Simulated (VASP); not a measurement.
The system is AlB2Sb3.

```
Al B Sb
1.0
    -2.67812    2.67812    4.81753
     2.67812   -2.67812    4.81753
     2.67812    2.67812   -4.81753
Al B Sb
1 2 3
Direct
  0.50000 0.50000 0.00000
  0.75000 0.25000 0.50000
  0.25000 0.75000 0.50000
  0.50000 0.00000 0.50000
  0.00000 0.50000 0.50000
  0.00000 0.00000 0.00000
```

The cell was built by a generator and needn't be a form met in nature.

| Property | Result |
| --- | --- |
| Program | VASP 6.6.1 |
| Task | relaxation of cell and atoms |
| Functional | PBE |
| Potentials or basis | VASP PAW PBE potentials, release 64 (Al, B, Sb) |
| Cutoff | 520 eV |
| k mesh | 5 × 5 × 5 |
| Occupations | gaussian, width 0.15 eV |
| Spin | no spin polarisation |

At the start: pressure 10.9 GPa; volume 23.04 Å³/atom.

Question: How do energy, volume and symmetry change on relaxing?

Answer: Over 5 steps the energy falls by 270.9 meV/atom and the volume is 27.16 Å³/atom (+17.9 %); space group I4/mmm (No. 139, to 0.05 Å).

Step by step:
```tsv
step	energy change (eV)	largest force (eV/Å)	pressure (GPa)	volume (Å³)
1	0.0000	0.0000	10.88	138.21
2	-1.5663	0.0000	-1.91	170.65
3	-1.5728	0.0000	-1.37	167.34
4	-1.5733	0.0000	-1.44	167.94
5	-1.6256	0.0000	0.00	162.95
```

Final structure:
```xyz
6
Lattice="-2.9932 2.9932 4.5470 2.9932 -2.9932 4.5470 2.9932 2.9932 -4.5470" Properties=species:S:1:pos:R:3 pbc="T T T"
Al    0.0000    0.0000    4.5470
B     0.0000    2.9932    2.2735
B     2.9932    0.0000    2.2735
Sb    0.0000    2.9932    0.0000
Sb    2.9932    0.0000    0.0000
Sb    0.0000    0.0000    0.0000
```

Caveat: the volume moved by over 15 % at a fixed basis, so the end points are rough.
